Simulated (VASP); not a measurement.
Here is a VASP 6.6.1 calculation.

INCAR

```
SYSTEM = Mg2PbN2
PREC = Accurate ; ENCUT = 520
EDIFF = 1E-6 ; ISMEAR = 0
SIGMA = 0.01 ; LREAL = .FALSE.
LASPH = .TRUE. ; NELM = 100
ALGO = Normal ; ISIF = 2
LWAVE = .FALSE. ; LCHARG = .TRUE.
GGA = CA ; LELF = .TRUE.
LVHAR = .TRUE. ; NBANDS = 22
```

KPOINTS

```
regular mesh
0
G
  6 6 3
  0 0 0
```

File POSCAR:

```
Mg2PbN2
1.0
    3.6268640000      0.0000000000      0.0000000000
   -1.8134320000      3.1409560000      0.0000000000
    0.0000000000      0.0000000000      6.5658920000
Mg Pb N
2 1 2
Direct
    0.6666670000      0.3333330000      0.1387760000
    0.3333330000      0.6666670000      0.8612240000
    0.0000000000      0.0000000000      0.5000000000
    0.6666670000      0.3333330000      0.7974550000
    0.3333330000      0.6666670000      0.2025450000
```

Potentials or basis: VASP PAW LDA potentials, release 64 (Mg, Pb_d, N).

The run is started by

```bash
$ cat potpaw_LDA.64/Mg/POTCAR potpaw_LDA.64/Pb_d/POTCAR potpaw_LDA.64/N/POTCAR > POTCAR
$ mpirun -np 1 vasp_std > vasp.out
```

(1) Estimate the band gap on the k mesh.

(2) Estimate the largest force.

Results:

(1) 0.62 eV, indirect (least direct gap 1.35 eV).

(2) 0.042 eV/Å.

Caveat: spin-orbit coupling is left out, which as a rule narrows the gap of such compounds by several tenths of an eV; an odd mesh through Γ misses points on the zone boundary, where band edges often lie.
